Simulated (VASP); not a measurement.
Given:

```
CELL_PARAMETERS angstrom
      0.00000     1.92249     1.92249
      1.92249     0.00000     1.92249
      1.92249     1.92249     0.00000
ATOMIC_POSITIONS crystal
  Ir 0.00000 0.00000 0.00000
```

The numbers are results of vdW-DF-cx, VASP's PBE PAW potentials (set 64) (plane waves; VASP), not measurements. Run with 520 eV cut-off, Gaussian smearing of 0.050 eV, potentials Ir.

Question: Give the energies of bands 1 to 6 at the high-symmetry points, in eV from the Fermi level.

Answer: 
| band | Γ | X | U | L | W |
|---|---|---|---|---|---|
| 1 | -11.08 | -7.85 | -6.89 | -8.05 | -6.21 |
| 2 | -3.86 | -7.28 | -5.94 | -3.96 | -4.83 |
| 3 | -3.86 | 0.87 | -2.86 | -3.96 | -4.83 |
| 4 | -3.86 | 1.47 | -0.87 | -0.73 | -1.78 |
| 5 | -1.18 | 1.47 | 0.61 | 0.90 | 1.47 |
| 6 | -1.18 | 1.72 | 6.30 | 0.90 | 8.12 |

It has no gap at this level: it comes out as a metal or semimetal.

The compound is Ir in the fcc structure. It was relaxed first.
